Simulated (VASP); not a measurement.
Wanted: the native input for a VASP 6.6.1 run.

| Quantity | Value |
| --- | --- |
| Task | relaxation of cell and atoms |
| Functional | PBE |
| Dispersion | D3(BJ) |
| Potentials or basis | VASP PAW PBE potentials, release 64 (W_sv, C) |
| Cutoff | 600 eV |
| k mesh | 15 × 15 × 13 |
| Occupations | methfessel-paxton, width 0.1 eV |
| Spin | no spin polarisation |
| Further INCAR settings | ALGO = Normal; EDIFF = 1e-07; IBRION = 2; EDIFFG = -0.005; NSW = 90; ISIF = 3 |

The structure of WC (Qusongite) lies in POSCAR:

```
WC                                      
1.0
    2.9045578620      0.0000000000      0.0000000000
   -1.4522789310      2.5154208952     -0.0000000000
    0.0000000000     -0.0000000000      2.8348885971
  W               C             
     1     1
Direct
     0.0000000000000000    0.0000000000000000    1.0000000000000000
     0.6666666667000030    0.3333333332999970    0.5000000000000000
```

One way to write it, as run:

INCAR

```
PREC     = Accurate       # precision mode
ENCUT    = 600            # plane-wave cutoff, eV
EDIFF    = 1E-7           # SCF threshold, eV
ISMEAR   = 1              # smearing method
SIGMA    = 0.1            # smearing width, eV
LREAL    = F              # projectors in reciprocal space
LASPH    = T              # aspherical terms in the spheres
NELM     = 80             # most SCF steps
ALGO     = Normal         # electronic algorithm
ISIF     = 3              # what is computed and relaxed
LWAVE    = F              # write WAVECAR
LCHARG   = F              # write CHGCAR
GGA      = PE             # functional
IVDW     = 12             # dispersion correction
IBRION   = 2              # ionic algorithm
NSW      = 90             # ionic steps
EDIFFG   = -0.005         # ionic threshold
```

KPOINTS

```
Automatic mesh
0
Gamma
  15 15 13
```

Potentials or basis: VASP PAW PBE potentials, release 64 (W_sv, C).

Command:

```sh
$ cat potpaw_PBE.64/W_sv/POTCAR potpaw_PBE.64/C/POTCAR > POTCAR
$ mpirun -np 1 vasp_std > vasp.out
```

It gave:

```json
{"Energy gained by relaxing": "0.0 meV/atom", "Ionic steps": "3", "Pressure after relaxing": "0.0 GPa", "Band gap on the k mesh": "none (metal or under the smearing width)", "Dispersion energy per atom": "-0.463 eV"}
```

Caveat: pairwise dispersion overbinds metals, which lowers pressure and volume.

Wall time 32 s on 1 thread of Intel(R) Xeon(R) Platinum 8559C (Emerald Rapids), on a shared host, peak memory 0.2 GiB.
